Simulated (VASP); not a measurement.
Output of a VASP run:

File OSZICAR:
```
       N       E                     dE             d eps       ncg     rms          rms(c)
DAV:   1     0.111122504704E+03    0.11112E+03   -0.93324E+03   770   0.127E+03
DAV:   2    -0.209177735865E+01   -0.11321E+03   -0.10890E+03   859   0.303E+02
DAV:   3    -0.677338860696E+01   -0.46816E+01   -0.46674E+01   909   0.636E+01
DAV:   4    -0.680665727281E+01   -0.33269E-01   -0.33263E-01   849   0.533E+00
DAV:   5    -0.680711887583E+01   -0.46160E-03   -0.46160E-03   899   0.610E-01    0.923E+00
DAV:   6    -0.633150682083E+01    0.47561E+00   -0.96806E-01  1111   0.151E+01    0.708E+00
DAV:   7    -0.631102912087E+01    0.20478E-01   -0.21042E-01   789   0.379E+00    0.323E+00
DAV:   8    -0.631058518232E+01    0.44394E-03   -0.23922E-02   809   0.240E+00    0.316E-01
DAV:   9    -0.631048616938E+01    0.99013E-04   -0.35969E-03   869   0.106E+00    0.735E-02
DAV:  10    -0.631059023006E+01   -0.10406E-03   -0.34183E-04   764   0.266E-01    0.638E-02
DAV:  11    -0.631066763431E+01   -0.77404E-04   -0.10345E-04   779   0.109E-01    0.258E-02
DAV:  12    -0.631067840324E+01   -0.10769E-04   -0.50348E-05   819   0.958E-02    0.958E-03
DAV:  13    -0.631067985958E+01   -0.14563E-05   -0.63702E-06   784   0.326E-02    0.181E-03
DAV:  14    -0.631067998678E+01   -0.12720E-06   -0.45367E-07   854   0.763E-03    0.182E-03
DAV:  15    -0.631068000113E+01   -0.14355E-07   -0.53922E-08   565   0.183E-03
   1 F= -.63106800E+01 E0= -.63106800E+01  d E =-.150062E-12
```

### OUTCAR
```
------------------------ aborting loop because EDIFF is reached ----------------------------------------
  FORCE on cell =-STRESS in cart. coord.  units (eV):
  Direction    XX          YY          ZZ          XY          YZ          ZX
  --------------------------------------------------------------------------------------
  Total        1.2249990      1.2249990      1.2249990     -0.0000000     -0.0000000     -0.0000000
  in kB       41.5893917     41.5893917     41.5893917     -0.0000000     -0.0000000     -0.0000000
  external PRESSURE =      41.5893917 kB  Pullay stress =       0.0000000 kB
  volume of cell :       47.19
      direct lattice vectors                 reciprocal lattice vectors
     0.000000000  2.868212033  2.868212033    -0.174324630  0.174324630  0.174324630
     2.868212033  0.000000000  2.868212033     0.174324630 -0.174324630  0.174324630
     2.868212033  2.868212033  0.000000000     0.174324630  0.174324630 -0.174324630
  FREE ENERGIE OF THE ION-ELECTRON SYSTEM (eV)
  ---------------------------------------------------
  free  energy   TOTEN  =        -6.3106800011 eV

  energy  without entropy=       -6.3106800011  energy(sigma->0) =       -6.31068000
```
(Selected blocks of OUTCAR.)

File POSCAR:
```
CdS
1
    0.0000000000     2.8682120328     2.8682120328
    2.8682120328     0.0000000000     2.8682120328
    2.8682120328     2.8682120328     0.0000000000
Cd S
1 1
Direct
  0.0000000000   0.0000000000   0.0000000000
  0.2500000000   0.2500000000   0.2500000000
```

Problem. Reconstruct the remaining input files.

Solution. This is not unique; one that fits is the input of the run itself, AM05 GGA, plane waves, VASP's PBE PAW potentials (set 64).

KPOINTS:
```
Automatic mesh
0
Gamma
8 8 8
0 0 0
```

INCAR:
```
# general
SYSTEM =CdS
PREC   =Accurate
ENCUT  =520   # plane-wave cut-off (eV)
LREAL  =.FALSE.   # projection in real space or not
LASPH  =.TRUE.

# electronic loop
EDIFF  =1E-7
NELM   =100
ALGO   =Normal
LMAXMIX=4

# smearing
ISMEAR =0   # Gaussian
SIGMA  =0.05   # width (eV)

# functional
GGA    =AM   # AM05

# ions
ISIF   =2   # forces and stress, cell fixed

# output
LWAVE  =.FALSE.
LCHARG =.FALSE.
```

POTCAR, in this order: Cd S (PBE.64 set). Program: vasp_std.

The compound is CdS in the zinc blende structure, a metastable form; wurtzite is the usual one. This cell is one point of a volume scan, at 0.94 of the reference volume.
